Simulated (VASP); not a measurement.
Crystal: K3Ge.

```
CELL_PARAMETERS angstrom
0.00000 4.31101 4.31101
4.31101 0.00000 4.31101
4.31101 4.31101 0.00000
ATOMIC_POSITIONS crystal
Ge 0.00000 0.00000 0.00000
K 0.50000 0.50000 0.50000
K 0.75000 0.75000 0.75000
K 0.25000 0.25000 0.25000
```

The cell comes from a database or a generator and needn't be the stable form of this composition.

```yaml
Program: VASP 6.6.1
Task: relaxation of cell and atoms
Functional: r2SCAN
Potentials_or_basis: VASP PAW PBE potentials, release 64 (Ge_d, K_sv)
Cutoff: 600 eV
k_mesh: 6 × 6 × 6
Occupations: methfessel-paxton, width 0.1 eV
Spin: no spin polarisation
```

At the start: pressure -0.5 GPa; volume 40.06 Å³/atom.

How do energy, volume and symmetry change on relaxing?

Over 4 steps the energy falls by 3.6 meV/atom and the volume is 37.93 Å³/atom (-5.3 %); space group Fm-3m (No. 225, to 0.05 Å).

Step by step:
| step | energy change (eV) | largest force (eV/Å) | pressure (GPa) | volume (Å³) |
| --- | --- | --- | --- | --- |
| 1 | 0.0000 | 0.0000 | -0.52 | 160.24 |
| 2 | -0.0082 | 0.0000 | -0.35 | 157.25 |
| 3 | -0.0141 | 0.0000 | -0.07 | 152.74 |
| 4 | -0.0143 | 0.0000 | 0.01 | 151.73 |

Final structure:
```
Ge K
1.0
     0.00000    4.23333    4.23333
     4.23333    0.00000    4.23333
     4.23333    4.23333    0.00000
Ge K
1 3
Direct
  0.00000 0.00000 0.00000
  0.50000 0.50000 0.50000
  0.75000 0.75000 0.75000
  0.25000 0.25000 0.25000
```

Caveat: the PAW data sets were made with another functional, which shifts forces and pressure a little.
